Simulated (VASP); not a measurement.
Na3AlO3:

```
CELL_PARAMETERS angstrom
2.96107 1.70958 3.33538
-2.96107 1.70958 3.33538
0.00000 -3.41915 3.33538
ATOMIC_POSITIONS crystal
Na 0.50000 0.50000 0.00000
Na 0.00000 0.50000 0.50000
Na 0.50000 0.00000 0.50000
Al 0.50000 0.50000 0.50000
O 0.00000 0.00000 0.00000
O 0.65040 0.65040 0.65040
O 0.34960 0.34960 0.34960
```

The cell was built by a generator and needn't be a form met in nature.

| Property | Result |
| --- | --- |
| Program | VASP 6.6.1 |
| Task | relaxation of cell and atoms |
| Functional | PBE |
| Potentials or basis | VASP PAW PBE potentials, release 64 (Na_pv, Al, O) |
| Cutoff | 520 eV |
| k mesh | 3 × 3 × 3 |
| Occupations | gaussian, width 0.15 eV |
| Spin | no spin polarisation |

At the start: pressure 58.5 GPa; volume 14.47 Å³/atom.

Q: Where does the relaxation end?

A: Over 19 steps the energy falls by 1277.9 meV/atom and the volume is 25.21 Å³/atom (+74.2 %); space group R-3m (No. 166, to 0.05 Å).

Step by step:
```csv
step,energy change (eV),largest force (eV/Å),pressure (GPa),volume (Å³)
1,0.0000,3.5791,58.55,101.31
2,-5.7953,3.9447,-9.03,200.25
3,-7.3648,3.8162,2.42,155.33
4,-7.3698,3.8846,1.11,158.66
5,-8.3973,0.2805,-0.39,171.85
6,-8.4451,0.9126,-0.66,169.69
7,-8.4453,0.8034,-0.54,169.91
8,-8.5372,0.1551,0.64,168.54
9,-8.5857,0.9620,2.60,166.53
10,-8.6154,0.8714,2.60,166.74
11,-8.6946,0.6255,2.51,167.32
12,-8.8103,0.1874,2.42,168.28
13,-8.8920,0.5462,1.90,169.48
14,-8.9246,0.3733,1.06,171.95
15,-8.9413,0.2029,0.43,174.23
16,-8.9349,0.1762,-0.52,178.85
17,-8.9453,0.0745,0.46,175.83
18,-8.9430,0.0519,-0.26,177.34
19,-8.9450,0.0109,-0.02,176.46
```

Final structure:
```
CELL_PARAMETERS angstrom
3.40889 1.96812 4.38359
-3.40889 1.96812 4.38359
0.00000 -3.93624 4.38359
ATOMIC_POSITIONS crystal
Na 0.50000 0.50000 0.00000
Na 0.00000 0.50000 0.50000
Na 0.50000 0.00000 0.50000
Al 0.50000 0.50000 0.50000
O 0.00000 0.00000 0.00000
O 0.62396 0.62396 0.62396
O 0.37604 0.37604 0.37604
```

Caveat: the k mesh is coarse (spacing up to 0.46 Å⁻¹), so the values aren't converged; the volume moved by over 15 % at a fixed basis, so the end points are rough.
